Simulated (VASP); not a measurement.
Output of a VASP run:

### OSZICAR
```
       N       E                     dE             d eps       ncg     rms          rms(c)
DAV:   1     0.922965874276E+02    0.92297E+02   -0.91517E+03 13722   0.141E+03
DAV:   2    -0.275197892178E+02   -0.11982E+03   -0.11491E+03 14012   0.387E+02
DAV:   3    -0.290790390415E+02   -0.15592E+01   -0.15421E+01 16125   0.501E+01
DAV:   4    -0.290891943656E+02   -0.10155E-01   -0.10153E-01 15502   0.408E+00
DAV:   5    -0.290893938954E+02   -0.19953E-03   -0.19952E-03 16905   0.483E-01    0.129E+01
DAV:   6    -0.238677136934E+02    0.52217E+01   -0.64868E+00 14430   0.386E+01    0.301E+00
DAV:   7    -0.241108843021E+02   -0.24317E+00   -0.50413E-01 14067   0.110E+01    0.231E+00
DAV:   8    -0.241167434829E+02   -0.58592E-02   -0.43725E-02 14946   0.283E+00    0.555E-01
DAV:   9    -0.241221677279E+02   -0.54242E-02   -0.17044E-02 15237   0.148E+00    0.170E-01
DAV:  10    -0.241224857389E+02   -0.31801E-03   -0.29125E-03 15498   0.598E-01    0.117E-01
DAV:  11    -0.241225095871E+02   -0.23848E-04   -0.42834E-04 15648   0.293E-01    0.315E-02
DAV:  12    -0.241225827562E+02   -0.73169E-04   -0.65348E-05 15447   0.903E-02    0.296E-02
DAV:  13    -0.241225433803E+02    0.39376E-04   -0.45769E-05 15273   0.102E-01    0.413E-03
DAV:  14    -0.241225598462E+02   -0.16466E-04   -0.49309E-06 15744   0.204E-02    0.170E-03
DAV:  15    -0.241225565093E+02    0.33369E-05   -0.34794E-07 16253   0.721E-03    0.110E-03
DAV:  16    -0.241225592858E+02   -0.27765E-05   -0.10532E-07 12761   0.329E-03    0.285E-04
DAV:  17    -0.241225586164E+02    0.66933E-06   -0.16821E-08  8811   0.148E-03    0.651E-05
DAV:  18    -0.241225591592E+02   -0.54277E-06   -0.55851E-09  8097   0.739E-04    0.689E-05
DAV:  19    -0.241225587512E+02    0.40796E-06   -0.37374E-10  7869   0.226E-04    0.472E-05
DAV:  20    -0.241225588833E+02   -0.13202E-06   -0.11815E-10  7572   0.122E-04    0.117E-05
DAV:  21    -0.241225588499E+02    0.33417E-07   -0.20142E-11  7533   0.392E-05
   1 F= -.24122559E+02 E0= -.24122449E+02  d E =-.328801E-03
```

File OUTCAR:
```
------------------------ aborting loop because EDIFF is reached ----------------------------------------
  FORCE on cell =-STRESS in cart. coord.  units (eV):
  Direction    XX          YY          ZZ          XY          YZ          ZX
  --------------------------------------------------------------------------------------
  Total        0.1778674      0.1132247      0.1778674      0.0000000      0.0000000      0.6897080
  in kB       20.7821240     13.2292368     20.7821240      0.0000000      0.0000000     80.5858468
  external PRESSURE =      18.2644950 kB  Pullay stress =       0.0000000 kB
  volume of cell :       13.71
      direct lattice vectors                 reciprocal lattice vectors
    -0.038000000  1.900000000  1.900000000    -0.257997936  0.263157895  0.257997936
     1.862000000  0.000000000  1.862000000     0.268528464 -0.263157895  0.268528464
     1.900000000  1.900000000 -0.038000000     0.257997936  0.263157895 -0.257997936
 POSITION                                       TOTAL-FORCE (eV/Angst)
 -----------------------------------------------------------------------------------
      0.00000      0.00000      0.00000         0.000000      0.000000      0.000000
 -----------------------------------------------------------------------------------
    total drift:                                0.000000      0.000000      0.000000
  FREE ENERGIE OF THE ION-ELECTRON SYSTEM (eV)
  ---------------------------------------------------
  free  energy   TOTEN  =       -24.1225588499 eV

  energy  without entropy=      -24.1222300493  energy(sigma->0) =      -24.12244925
```
(Selected blocks of OUTCAR.)

### POSCAR
```
Rh
1
   -0.0380000000     1.9000000000     1.9000000000
    1.8620000000     0.0000000000     1.8620000000
    1.9000000000     1.9000000000    -0.0380000000
Rh
1
Direct
  0.0000000000   0.0000000000   0.0000000000
```

**Question.** Reconstruct the remaining input files.

**Answer.** One answer among several that fit: the input of the run itself, r2SCAN meta-GGA, plane waves, VASP's PBE PAW potentials (set 64).

**INCAR**
```
ALGO=Normal
EDIFF=1E-7
ENCUT=480
ISIF=2
ISMEAR=1
LASPH=.TRUE.
LCHARG=.FALSE.
LMAXMIX=4
LMIXTAU=.TRUE.
LREAL=.FALSE.
LWAVE=.FALSE.
METAGGA=R2SCAN
NELM=100
PREC=Accurate
SIGMA=0.1
SYSTEM=Rh
```

File KPOINTS:
```
Automatic mesh
0
Gamma
16 16 16
0 0 0
```

POTCAR, in this order: Rh_pv (PBE.64 set). Program: vasp_std.

The compound is Rh in the fcc structure. This cell was strained or had an atom moved on purpose.
